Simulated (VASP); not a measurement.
# Mg3Ir: vacancies and antisites compared, part 2 of 7

Wanted: a map of the native defects of Mg3Ir, all in one supercell and at one level. The start is a cell from a database of measured crystal structures.

VASP 6.6.1, plane waves and PAW; the level of theory is named at each step.

So far. Step 2 (The host at zero pressure): The run ended after 4 ionic steps, 0.030 eV below its first step, once forces and stress met EDIFFG = -0.02.

## Step 3: The perfect supercell

Level of this step: PBEsol; plane waves and PAW (Ir, Mg) (VASP).

System of this step: Mg3Ir. It takes space group P6_3/mmc (No. 194, hexagonal). Conventional cell: a = 4.547 Å, b = 4.547 Å, c = 8.179 Å, α = 90.00°, β = 90.00°, γ = 120.00°. Nearest to Ir lie 11 Mg at 2.63 to 2.98 Å. Mg has 3 Ir at 2.63 Å and 6 Mg at 2.98 Å nearest. Nearest to Mg lie 4 Ir at 2.69 to 2.98 Å and 7 Mg at 2.81 to 2.98 Å. Farther neighbours are not listed.

The same cell, mesh and cutoff without the defect give the energy to subtract and, in a gapped host, the band edges to count from, so that most errors cancel.

The input, INCAR:

```
SYSTEM = Mg3Ir
PREC = Normal
ENCUT = 300
EDIFF = 1E-05
NELM = 120
ISMEAR = 1
SIGMA = 0.2
LREAL = Auto
ALGO = Fast
GGA = PS
LORBIT = 11
LWAVE = .FALSE.
LCHARG = .FALSE.
KPAR = 4
NCORE = 2
```

The input, POSCAR:

```
Mg3Ir
1.0
   -6.8211505575      3.9381931106      8.1787353532
    6.8211505575     -3.9381931106      8.1787353532
    2.2737168525      3.9381931106     -8.1787353532
Ir Mg
8 24
Direct
    0.5416666667      0.7083333334      0.5000000000
    0.0416666667      0.2083333334      0.5000000000
    0.0416666667      0.7083333334      0.0000000000
    0.5416666666      0.2083333334      0.0000000000
    0.4583333334      0.2916666666      0.5000000000
    0.9583333334      0.7916666667      0.5000000000
    0.9583333334      0.2916666667      0.0000000000
    0.4583333333      0.7916666667      0.0000000000
    0.3750000000      0.3750000000      0.0000000000
    0.8750000000      0.8750000000      0.0000000000
    0.8750000000      0.3750000000      0.5000000000
    0.3750000000      0.8750000000      0.5000000000
    0.1250000000      0.1250000000      0.0000000000
    0.6250000000      0.6250000000      0.0000000000
    0.6250000000      0.1250000000      0.5000000000
    0.1250000000      0.6250000000      0.5000000000
    0.3775176952      0.5441843619      0.5000000000
    0.8775176952      0.0441843619      0.5000000000
    0.8775176952      0.5441843619      0.0000000000
    0.3775176952      0.0441843619      0.0000000000
    0.7941843619      0.6275176952      0.5000000000
    0.2941843619      0.1275176952      0.5000000000
    0.2941843619      0.6275176952      0.0000000000
    0.7941843619      0.1275176952      0.0000000000
    0.2058156381      0.3724823048      0.5000000000
    0.7058156381      0.8724823048      0.5000000000
    0.7058156381      0.3724823048      0.0000000000
    0.2058156381      0.8724823048      0.0000000000
    0.6224823048      0.4558156381      0.5000000000
    0.1224823048      0.9558156381      0.5000000000
    0.1224823048      0.4558156381      0.0000000000
    0.6224823048      0.9558156381      0.0000000000
```

The input, KPOINTS:

```
Automatic mesh
0
Gamma
5 5 5
0 0 0
```

Potentials, in the order of the species: Ir and Mg (PBE family, release 64).

Started as:

```console
> mpirun -np 8 vasp_std
```

Log:

```text
[banner, memory and clock lines left out]
running    8 mpi-ranks, on    1 nodes
 distrk:  each k-point on    2 cores,    4 groups
 distr:  one band on    2 cores,    1 groups

 POSCAR found type information on POSCAR IrMg
 POSCAR found :  2 types and      32 ions
 [... a notice as in an earlier step ...]

 LDA part: xc-table for (Slater+PW92), standard interpolation
 POSCAR, INCAR and KPOINTS ok, starting setup
 FFT: planning ... GRIDC
 FFT: planning ... GRID_SOFT
 FFT: planning ... GRID
 WAVECAR not read
 entering main loop
       N       E                     dE             d eps       ncg     rms          rms(c)
DAV:   1     0.383773965163E+03    0.38377E+03   -0.31926E+04  4158   0.831E+02
DAV:   2    -0.841826274214E+02   -0.46796E+03   -0.42162E+03  4928   0.249E+02
DAV:   3    -0.130164640506E+03   -0.45982E+02   -0.43229E+02  5220   0.627E+01
DAV:   4    -0.131874361999E+03   -0.17097E+01   -0.17008E+01  4991   0.136E+01
DAV:   5    -0.131927633401E+03   -0.53271E-01   -0.53219E-01  5047   0.215E+00    0.141E+01
RMM:   6    -0.129862382651E+03    0.20653E+01   -0.10113E+00  4198   0.526E+00    0.667E+00
RMM:   7    -0.128842250703E+03    0.10201E+01   -0.13685E+00  4351   0.397E+00    0.155E+00
RMM:   8    -0.128814349885E+03    0.27901E-01   -0.32334E-01  4423   0.136E+00    0.755E-01
RMM:   9    -0.128816454493E+03   -0.21046E-02   -0.44172E-02  4913   0.711E-01    0.160E-01
RMM:  10    -0.128817141487E+03   -0.68699E-03   -0.12559E-02  5246   0.314E-01    0.111E-01
RMM:  11    -0.128817109403E+03    0.32083E-04   -0.19023E-03  4876   0.154E-01    0.402E-02
RMM:  12    -0.128817159157E+03   -0.49754E-04   -0.57407E-04  5400   0.616E-02    0.211E-02
RMM:  13    -0.128817162969E+03   -0.38120E-05   -0.54649E-05  3502   0.249E-02
   1 F= -.12881716E+03 E0= -.12882237E+03  d E =0.156191E-01
```

The job ended after 1.8 min (8 MPI ranks of AMD EPYC 7R43, shared host; peak memory 2.4 GiB).

Parts of OUTCAR (step 3):

```text
  LATTYP: Found a face centered orthorhombic cell.
 ALAT       =     9.0948674101
 B/A-ratio  =     1.7320508076
 C/A-ratio  =     1.7985386668

 Subroutine GETGRP returns: Found  8 space group operations
 (whereof  4 operations were pure point group operations)

The static configuration has the point symmetry C_2h.
 The point group associated with its full space group is D_2h.

 Found     27 irreducible k-points:

   k-points           NKPTS =     27   k-points in BZ     NKDIM =     27   number of bands    NBANDS=     77

   dimension x,y,z NGX =    48 NGY =   48 NGZ =   40
   dimension x,y,z NGXF=    96 NGYF=   96 NGZF=   80

   ENCUT  =  300.0 eV  22.05 Ry    4.70 a.u.  16.04 16.04 13.22*2*pi/ulx,y,z

   NELECT =     120.0000    total number of electrons

 E-fermi :   3.9382

 k-point     1 :       0.0000    0.0000    0.0000
  band No.  band energies     occupation
    ...
     53       2.3369      2.00000
     54       2.3439      2.00000
     55       2.3548      2.00000
     56       3.0217      2.00000
     57       3.5983      2.03712
     58       4.0273      0.32223
     59       4.0273      0.32223
     60       4.0273      0.32220
     61       4.0273      0.32220
     62       4.4059     -0.00462
    ...

 k-point     2 :       0.2000    0.0000   -0.0000
  band No.  band energies     occupation
    ...
     55       2.4492      2.00000
     56       3.1252      2.00000
     57       3.6120      2.04330
     58       3.6322      2.05260
     59       3.6696      2.06727
     60       4.0959      0.02600
     61       4.2575     -0.04645
     62       4.3058     -0.02601
     63       4.4175     -0.00363
     64       4.4912     -0.00065
    ...

  Total       -1.1198629     -1.1046653      0.1843779      0.0131615      0.0000000     -0.0000000
  in kB       -3.0624281     -3.0208682      0.5042082      0.0359919      0.0000000     -0.0000000
  external PRESSURE =      -1.8596960 kB  Pullay stress =       0.0000000 kB

  energy-cutoff  :      300.00
  volume of cell :      585.88
      direct lattice vectors                 reciprocal lattice vectors
    -6.821150558  3.938193111  8.178735353     0.000000000  0.126961778  0.061134146
     6.821150558 -3.938193111  8.178735353     0.109952125  0.063480889  0.061134146
     2.273716853  3.938193111 -8.178735353     0.109952125  0.190442667  0.000000000

 POSITION                                       TOTAL-FORCE (eV/Angst)
 -----------------------------------------------------------------------------------
      2.27372      1.31273      6.13405         0.001305     -0.000754     -0.000000
      2.27372      1.31273     -2.04468         0.001305     -0.000754     -0.000000
      4.54743     -2.62546      6.13405         0.001305     -0.000754     -0.000000
     -2.27372      1.31273      6.13405         0.001305     -0.000754     -0.000000
     -0.00000      2.62546      2.04468        -0.001305      0.000754     -0.000000
     -0.00000      2.62546     10.22342        -0.001305      0.000754     -0.000000
     -4.54743      2.62546     10.22342        -0.001305      0.000754     -0.000000
      2.27372     -1.31273     10.22342        -0.001305      0.000754     -0.000000
      0.00000      0.00000      6.13405        -0.000404      0.000233     -0.000000
      0.00000      0.00000     14.31279        -0.000404      0.000233     -0.000000
     -2.27372      3.93819      6.13405        -0.000404      0.000233     -0.000000
      4.54743      0.00000      6.13405        -0.000404      0.000233     -0.000000
      0.00000      0.00000      2.04468         0.000404     -0.000233     -0.000000
      0.00000      0.00000     10.22342         0.000404     -0.000233     -0.000000
     -2.27372      3.93819      2.04468         0.000404     -0.000233     -0.000000
      4.54743      0.00000      2.04468         0.000404     -0.000233     -0.000000
      2.27372      1.31273      3.44899         0.000393     -0.000227      0.022813
     -4.54743      5.25092      3.44899         0.000393     -0.000227      0.022813
     -2.27372      1.31273     11.62772         0.000393     -0.000227      0.022813
     -2.27372      1.31273      3.44899         0.000393     -0.000227      0.022813
     -0.00000      2.62546      7.53836        -0.000393      0.000227      0.022813
     -0.00000      2.62546     -0.64038        -0.000393      0.000227      0.022813
      2.27372     -1.31273      7.53836        -0.000393      0.000227      0.022813
     -4.54743      2.62546      7.53836        -0.000393      0.000227      0.022813
      2.27372      1.31273      0.64038         0.000393     -0.000227     -0.022813
      2.27372      1.31273      8.81911         0.000393     -0.000227     -0.022813
     -2.27372      1.31273      8.81911         0.000393     -0.000227     -0.022813
      4.54743     -2.62546      8.81911         0.000393     -0.000227     -0.022813
     -0.00000      2.62546      4.72975        -0.000393      0.000227     -0.022813
      6.82115     -1.31273      4.72975        -0.000393      0.000227     -0.022813
      2.27372     -1.31273      4.72975        -0.000393      0.000227     -0.022813
      2.27372     -1.31273     12.90848        -0.000393      0.000227     -0.022813
 -----------------------------------------------------------------------------------
    total drift:                               -0.000000      0.000000     -0.000000

  FREE ENERGIE OF THE ION-ELECTRON SYSTEM (eV)
  ---------------------------------------------------
  free  energy   TOTEN  =      -128.8171629694 eV

  energy  without entropy=     -128.8327821159  energy(sigma->0) =     -128.82236935

 total charge
# of ion       s       p       d       tot
------------------------------------------
    1        0.725   0.358   7.238   8.320
    2        0.725   0.358   7.238   8.320
    3        0.725   0.358   7.238   8.320
    4        0.725   0.358   7.238   8.320
    5        0.725   0.358   7.238   8.320
    6        0.725   0.358   7.238   8.320
    7        0.725   0.358   7.238   8.320
    8        0.725   0.358   7.238   8.320
    9        0.231   0.160   0.034   0.424
   10        0.231   0.160   0.034   0.424
   11        0.231   0.160   0.034   0.424
   12        0.231   0.160   0.034   0.424
   13        0.231   0.160   0.034   0.424
   14        0.231   0.160   0.034   0.424
   15        0.231   0.160   0.034   0.424
   16        0.231   0.160   0.034   0.424
   17        0.210   0.152   0.027   0.389
   18        0.210   0.152   0.027   0.389
   19        0.210   0.152   0.027   0.389
   20        0.210   0.152   0.027   0.389
   21        0.210   0.152   0.027   0.389
   22        0.210   0.152   0.027   0.389
   23        0.210   0.152   0.027   0.389
   24        0.210   0.152   0.027   0.389
   25        0.210   0.152   0.027   0.389
   26        0.210   0.152   0.027   0.389
   27        0.210   0.152   0.027   0.389
   28        0.210   0.152   0.027   0.389
   29        0.210   0.152   0.027   0.389
   30        0.210   0.152   0.027   0.389
   31        0.210   0.152   0.027   0.389
   32        0.210   0.152   0.027   0.389
--------------------------------------------------
tot         11.004   6.570  58.600  76.174

[... 7 further parts left out ...]
```

Numbers from this step:

- electronic cycles: 13
- electrons: 120
- free energy (TOTEN): -128.8172 eV
- energy at zero smearing: -128.8224 eV
- Fermi energy: 3.938 eV

The host is treated as a metal, as its relaxation found a gap under 0.3 eV or none, and only the neutral defect is run.

[end of part 2 of 7]

[Lines on the potential files, build, host, timing and source positions are cut from VASP's logs without a mark.]

[Logs are printed without paths, hosts, clocks, repeated set-up lines and the standing remarks that a program may print on its own settings, such as how far it seeks lower states.]

[Hosts, paths, dates, database ids (printed as entryN), source tags and the programs' standing remarks are cut or masked in the printed files.]

[In band tables of VASP the shares of atoms and orbitals are scaled to a sum of 1 inside the atoms' spheres.]

[Runs that stopped without an error message from VASP are left out.]
